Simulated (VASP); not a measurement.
Set up this calculation in VASP 6.6.1, as the native input.

```
Task                   : relaxation of the atoms
Functional             : PBE
Dispersion             : D3(BJ)
Potentials or basis    : VASP PAW PBE potentials, release 64 (B, F, H)
Cutoff                 : 520 eV
k mesh                 : 1 × 1 × 1
Occupations            : fermi-dirac, width 0.05 eV
Spin                   : no spin polarisation
Dipole correction      : no
Further INCAR settings : LREAL = Auto; ALGO = Normal; EDIFF = 1e-07; IBRION = 2; EDIFFG = -0.3; NSW = 35
```

The structure of BH2F3 lies in POSCAR:

```
BH2F3
1.0
    7.9895700000      0.0000000000      0.0000000000
    0.0000000000      7.9895700000      0.0000000000
    0.0000000000      0.0000000000      7.9895700000
B F H
5 15 10
Direct
    0.6468062000      0.5854364000      0.0527147000
    0.3898906000      0.0695970000      0.0520675000
    0.9270261000      0.2643299000      0.4925863000
    0.5910383000      0.6462235000      0.6103407000
    0.3338320000      0.9183528000      0.5535398000
    0.5470853000      0.7071545000      0.0016325000
    0.7559489000      0.6132782000      0.1738827000
    0.6373845000      0.4358764000     -0.0173711000
    0.5523690000      0.0737079000      0.0211996000
    0.3225531000      0.1796614000      0.1556073000
    0.2947497000     -0.0445783000     -0.0206042000
    0.9523183000      0.4200492000      0.5423939000
    1.0543625000      0.1723977000      0.4405969000
    0.7743977000      0.2005430000      0.4947680000
    0.7155499000      0.7456792000      0.6547748000
    0.4998174000      0.5711048000      0.7261203000
    0.5577476000      0.6218863000      0.4501271000
    0.4375130000      0.9310267000      0.6818308000
    0.1704016000      0.9252866000      0.5782669000
    0.3935813000      0.8987452000      0.4005217000
    0.0613703000      0.0712719000      0.0636497000
    0.0509866000      0.0229701000     -0.0142742000
    0.4020404000      0.3041416000      0.7937719000
    0.3754459000      0.3495357000      0.7179753000
    0.7263842000      0.9771259000      0.2553626000
    0.6658824000      0.9088888000      0.2413534000
    0.3383720000      0.3578670000      0.3685036000
    0.2466451000      0.3545349000      0.3778897000
    0.0183488000      0.4395978000      0.8882414000
    0.0610827000      0.3714919000      0.8429819000
```

The cell was built by a generator and needn't be a form met in nature.

These files were run (other wordings do the same):

INCAR

```
  ALGO = Normal
  EDIFF = 1E-7
  EDIFFG = -0.3
  ENCUT = 520
  GGA = PE
  IBRION = 2
  ISIF = 2
  ISMEAR = -1
  IVDW = 12
  LASPH = True
  LCHARG = False
  LREAL = Auto
  LWAVE = False
  NELM = 60
  NSW = 35
  PREC = Accurate
  SIGMA = 0.05
```

KPOINTS

```
k-points
0
Gamma
  1 1 1
```

Potentials or basis: VASP PAW PBE potentials, release 64 (B, F, H).

The run is started by

```sh
$ cat potpaw_PBE.64/B/POTCAR potpaw_PBE.64/F/POTCAR potpaw_PBE.64/H/POTCAR > POTCAR
$ mpirun -np 1 vasp_gam > vasp.out
```

It gave:

| Property | Result |
| --- | --- |
| Energy gained by relaxing | 36.7 meV/atom |
| Ionic steps | 25 |
| Pressure after relaxing | 0.5 GPa |
| Largest force after relaxing | 0.289 eV/Å |
| Band gap on the k mesh | 8.24 eV, direct |
| Dispersion energy per atom | -0.028 eV |

Caveat: the relaxation stopped at a loose force limit of 0.3 eV/Å, so its end isn't a converged minimum.

It took 16 min on 1 thread of Intel(R) Xeon(R) 6975P-C (Granite Rapids), with other jobs on the host, peak memory 0.53 GiB.
